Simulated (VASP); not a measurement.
An input for Quantum ESPRESSO's pw.x (written as the equivalent of a VASP run, and not itself run):

```
&CONTROL
  calculation = 'scf'
  pseudo_dir = './pseudo'
  outdir = './out'
  tprnfor = .true.
  tstress = .true.
/
&SYSTEM
  ibrav = 0
  nat = 1
  ntyp = 1
  ecutwfc = 80
  occupations = 'tetrahedra'
  input_dft = 'pw91'
/
&ELECTRONS
  conv_thr = 7.3e-09
  electron_maxstep = 100
/
ATOMIC_SPECIES
  Mo 95.950 Mo.upf
CELL_PARAMETERS angstrom
    -1.5838852    1.5838852    1.5838852
     1.5838852   -1.5838852    1.5838852
     1.5838852    1.5838852   -1.5838852
ATOMIC_POSITIONS crystal
  Mo   0.0000000  0.0000000  0.0000000
K_POINTS automatic
  18 18 18 0 0 0
```

### Question
Translate this input to VASP (INCAR, KPOINTS, POSCAR, choice of POTCAR).

### Answer
One answer among several that fit: 
### INCAR
```
# general
SYSTEM   =  Mo
PREC     =  Accurate
ENCUT    =  520   # plane-wave cut-off (eV)
LREAL    =  F
LASPH    =  T   # aspherical one-centre terms

# electronic loop
EDIFF    =  1E-7   # SCF stop (eV)
NELM     =  100
ALGO     =  Normal   # blocked Davidson
LMAXMIX  =  4   # l cut-off of mixed one-centre charges

# smearing
ISMEAR   =  -5   # tetrahedra, Bloechl

# functional
GGA      =  91   # PW91

# ions
ISIF     =  2

# output
LWAVE    =  F
LCHARG   =  T
LORBIT   =  11
NEDOS    =  601
```

### KPOINTS
```
kpoints
0
G
 18 18 18
```

POSCAR:
```
Mo
1
   -1.5838852095     1.5838852095     1.5838852095
    1.5838852095    -1.5838852095     1.5838852095
    1.5838852095     1.5838852095    -1.5838852095
Mo
1
Direct
  0.0000000000   0.0000000000   0.0000000000
```

POTCAR, in this order: Mo_sv (PBE.64 set). Program: vasp_std.

What does not carry over: the potentials are each code's own (VASP's PAW set, PseudoDojo norm-conserving files in pw.x), so ENCUT and ecutwfc are chosen apart and not converted; conv_thr bounds pw.x's estimated SCF error, while EDIFF bounds the energy change between steps.

The compound is Mo in the bcc structure. It was relaxed first.
